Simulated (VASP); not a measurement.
Here is the system:

```
CELL_PARAMETERS angstrom
      0.00000     4.16795     4.16795
      4.16795     0.00000     4.16795
      4.16795     4.16795     0.00000
ATOMIC_POSITIONS crystal
  Co 0.00000 0.00000 0.00000
  Co 0.25000 0.25000 0.25000
  Cr 0.62500 0.62500 0.62500
  Cr 0.12500 0.62500 0.62500
  Cr 0.62500 0.62500 0.12500
  Cr 0.62500 0.12500 0.62500
```
Starting moments (μB, in the order of the record's atoms Co Co Cr Cr Cr Cr): 3.0 3.0 3.0 3.0 3.0 3.0.

The numbers are results of PBEsol GGA, VASP's PBE PAW potentials (set 64) (plane waves; VASP), not measurements. Settings: 300 eV cut-off, 4×4×4 Γ-centred mesh, Fermi-Dirac smearing of 0.050 eV, potentials Co Cr_pv.

At this cut-off the stress carries a Pulay error, which pulls relaxed volumes low. The moments were started parallel, and other spin orders were not tried in this run.

**Question.** Give the stress tensor in GPa (positive for a compressed cell).

**Answer.** 
```
-15.32    0.00    0.00
  0.00  -15.32    0.00
  0.00    0.00  -15.32
```
The pressure is its mean diagonal, -15.32 GPa.

The structure comes from a measured Cr2Co entry of the Crystallography Open Database, whose conditions weren't checked. The cell was not relaxed at this level. The k-mesh is coarse (spacing up to 0.33 per Å, 2π included), so the numbers may not be converged in it.
